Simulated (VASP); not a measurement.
Input of a VASP 6.6.1 run:

Contents of INCAR:

```
ALGO = Normal
EDIFF = 1E-7
EDIFFG = -0.002
ENCUT = 520
GGA = PE
IBRION = 2
ISIF = 3
ISMEAR = 1
LASPH = True
LCHARG = False
LREAL = False
LWAVE = False
NELM = 100
NSW = 80
PREC = Accurate
SIGMA = 0.2
```

File KPOINTS:

```
k-points
0
Gamma
  18 18 18
```

POSCAR

```
Ta                                      
1.0
   -1.6594397617      1.6594397617      1.6594397617
    1.6594397617     -1.6594397617      1.6594397617
    1.6594397617      1.6594397617     -1.6594397617
  Ta            
     1
Direct
     1.0000000000000000    0.0000000000000000    0.0000000000000000
```

Potentials or basis: VASP PAW PBE potentials, release 64 (Ta_pv).

Launch:

```sh
$ cat potpaw_PBE.64/Ta_pv/POTCAR > POTCAR
$ mpirun -np 1 vasp_std > vasp.out
```

(1) Estimate the band gap on the k mesh.

Results:

(1) none (metal or under the smearing width).

Caveat: the relaxation stopped at its first step, so nothing moved.
